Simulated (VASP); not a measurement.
Given:

```
CELL_PARAMETERS angstrom
      0.00000     2.84500     2.84500
      2.84500     0.00000     2.84500
      2.84500     2.84500     0.00000
ATOMIC_POSITIONS crystal
  Ca 0.00000 0.00000 0.00000
  S  0.50000 0.50000 0.50000
```

Calculation: G0W0 on PBE orbitals, VASP's PBE PAW potentials (set 64) (plane waves; VASP). Numerical set-up: PREC = Normal, 500 eV cut-off, 4×4×4 Γ-centred mesh, Gaussian smearing of 0.010 eV, potentials Ca_sv_GW S_GW.

The mesh is coarse and the basis finite, so the quasiparticle values are not converged.

NBANDS = 160, ENCUTGW = 200 eV, NOMEGA = 64. The PBE levels (eV) that the step starts from are:

| state | KS energy | filling |
|---|---|---|
| k1 (0.00, 0.00, 0.00), band 5 | -7.19 | 2 |
| k1 (0.00, 0.00, 0.00), band 6 | 4.14 | 2 |
| k1 (0.00, 0.00, 0.00), band 7 | 4.14 | 2 |
| k1 (0.00, 0.00, 0.00), band 8 | 4.14 | 2 |
| k1 (0.00, 0.00, 0.00), band 9 | 8.29 | 0 |
| k1 (0.00, 0.00, 0.00), band 10 | 8.29 | 0 |
| k1 (0.00, 0.00, 0.00), band 11 | 8.29 | 0 |
| k1 (0.00, 0.00, 0.00), band 12 | 8.31 | 0 |
| k5 (0.50, 0.25, 0.00), band 5 | -6.48 | 2 |
| k5 (0.50, 0.25, 0.00), band 6 | 1.69 | 2 |
| k5 (0.50, 0.25, 0.00), band 7 | 2.67 | 2 |
| k5 (0.50, 0.25, 0.00), band 8 | 3.14 | 2 |
| k5 (0.50, 0.25, 0.00), band 9 | 7.95 | 0 |
| k5 (0.50, 0.25, 0.00), band 10 | 10.43 | 0 |
| k5 (0.50, 0.25, 0.00), band 11 | 10.53 | 0 |
| k5 (0.50, 0.25, 0.00), band 12 | 10.68 | 0 |
| k7 (0.50, 0.50, 0.00), band 5 | -6.57 | 2 |
| k7 (0.50, 0.50, 0.00), band 6 | 1.85 | 2 |
| k7 (0.50, 0.50, 0.00), band 7 | 3.33 | 2 |
| k7 (0.50, 0.50, 0.00), band 8 | 3.33 | 2 |
| k7 (0.50, 0.50, 0.00), band 9 | 6.49 | 0 |
| k7 (0.50, 0.50, 0.00), band 10 | 9.73 | 0 |
| k7 (0.50, 0.50, 0.00), band 11 | 10.17 | 0 |
| k7 (0.50, 0.50, 0.00), band 12 | 10.91 | 0 |

Problem. Give the quasiparticle energies and renormalisation factors Z.

Solution. 
| state | QP energy (eV) | Z |
|---|---|---|
| k1 (0.00, 0.00, 0.00), band 5 | -8.09 | 0.67 |
| k1 (0.00, 0.00, 0.00), band 6 | 3.14 | 0.76 |
| k1 (0.00, 0.00, 0.00), band 7 | 3.14 | 0.76 |
| k1 (0.00, 0.00, 0.00), band 8 | 3.14 | 0.76 |
| k1 (0.00, 0.00, 0.00), band 9 | 9.62 | 0.77 |
| k1 (0.00, 0.00, 0.00), band 10 | 9.62 | 0.77 |
| k1 (0.00, 0.00, 0.00), band 11 | 9.62 | 0.77 |
| k1 (0.00, 0.00, 0.00), band 12 | 8.65 | 0.79 |
| k5 (0.50, 0.25, 0.00), band 5 | -7.37 | 0.69 |
| k5 (0.50, 0.25, 0.00), band 6 | 0.54 | 0.74 |
| k5 (0.50, 0.25, 0.00), band 7 | 1.62 | 0.75 |
| k5 (0.50, 0.25, 0.00), band 8 | 2.14 | 0.75 |
| k5 (0.50, 0.25, 0.00), band 9 | 8.95 | 0.78 |
| k5 (0.50, 0.25, 0.00), band 10 | 12.11 | 0.74 |
| k5 (0.50, 0.25, 0.00), band 11 | 12.47 | 0.74 |
| k5 (0.50, 0.25, 0.00), band 12 | 12.54 | 0.74 |
| k7 (0.50, 0.50, 0.00), band 5 | -7.43 | 0.67 |
| k7 (0.50, 0.50, 0.00), band 6 | 0.65 | 0.74 |
| k7 (0.50, 0.50, 0.00), band 7 | 2.25 | 0.75 |
| k7 (0.50, 0.50, 0.00), band 8 | 2.25 | 0.75 |
| k7 (0.50, 0.50, 0.00), band 9 | 7.33 | 0.79 |
| k7 (0.50, 0.50, 0.00), band 10 | 11.59 | 0.76 |
| k7 (0.50, 0.50, 0.00), band 11 | 10.70 | 0.79 |
| k7 (0.50, 0.50, 0.00), band 12 | 12.93 | 0.74 |
On the mesh the gap opens from 2.35 to 4.18 eV.

The compound is CaS in the rock salt structure. The cell was not relaxed at this level. The k-mesh is coarse (spacing up to 0.48 per Å, 2π included), so the numbers may not be converged in it.
